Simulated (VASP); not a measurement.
The system is Cd2S.

```
Cd S
1.0
     3.96267    0.00000    0.00000
    -1.98134    3.43177    0.00000
     0.00000    0.00000    5.80919
Cd S
2 1
Direct
  0.33333 0.66667 0.93272
  0.66667 0.33333 0.57873
  0.33333 0.66667 0.36571
```

The cell comes from a database or a generator and needn't be the stable form of this composition.

```yaml
Program: VASP 6.6.1
Task: relaxation of cell and atoms
Functional: PBE
Dispersion: D3(BJ)
Potentials_or_basis: VASP PAW PBE potentials, release 64 (Cd, S)
Cutoff: 600 eV
k_mesh: 8 × 8 × 4
Occupations: gaussian, width 0.02 eV
Spin: no spin polarisation
```

At the start: pressure -2.1 GPa; volume 26.33 Å³/atom.

Q: How do energy, volume and symmetry change on relaxing?

A: Over 15 steps the energy falls by 10.6 meV/atom and the volume is 24.79 Å³/atom (-5.8 %); space group P3m1 (No. 156, to 0.05 Å).

The path:
| step | energy change (eV) | largest force (eV/Å) | pressure (GPa) | volume (Å³) |
| --- | --- | --- | --- | --- |
| 1 | 0.0000 | 0.0441 | -2.07 | 79.00 |
| 2 | -0.0246 | 0.1671 | 0.15 | 75.17 |
| 3 | -0.0247 | 0.1544 | 0.01 | 75.38 |
| 4 | -0.0287 | 0.1234 | 0.01 | 75.01 |
| 5 | -0.0301 | 0.1524 | 0.03 | 74.64 |
| 6 | -0.0315 | 0.0394 | -0.03 | 74.56 |
| 7 | -0.0317 | 0.0162 | -0.05 | 74.54 |
| 8 | -0.0317 | 0.0183 | -0.07 | 74.53 |
| 9 | -0.0317 | 0.0081 | 0.04 | 74.39 |
| 10 | -0.0317 | 0.0067 | 0.04 | 74.37 |
| 11 | -0.0317 | 0.0049 | 0.04 | 74.34 |
| 12 | -0.0317 | 0.0031 | 0.09 | 74.29 |
| 13 | -0.0317 | 0.0048 | 0.06 | 74.33 |
| 14 | -0.0317 | 0.0054 | 0.06 | 74.34 |
| 15 | -0.0317 | 0.0052 | 0.01 | 74.38 |

Final structure:
```cif
data_structure
_symmetry_space_group_name_H-M 'P 1'
_symmetry_Int_Tables_number 1
_cell_length_a 3.8513
_cell_length_b 3.8513
_cell_length_c 5.7906
_cell_angle_alpha 90.000
_cell_angle_beta 90.000
_cell_angle_gamma 120.000
_cell_volume 74.38
loop_
_atom_site_label
_atom_site_type_symbol
_atom_site_fract_x
_atom_site_fract_y
_atom_site_fract_z
_atom_site_occupancy
Cd1 Cd 0.33333 0.66667 0.93365 1
Cd2 Cd 0.66667 0.33333 0.58205 1
S1 S 0.33333 0.66667 0.36145 1
```
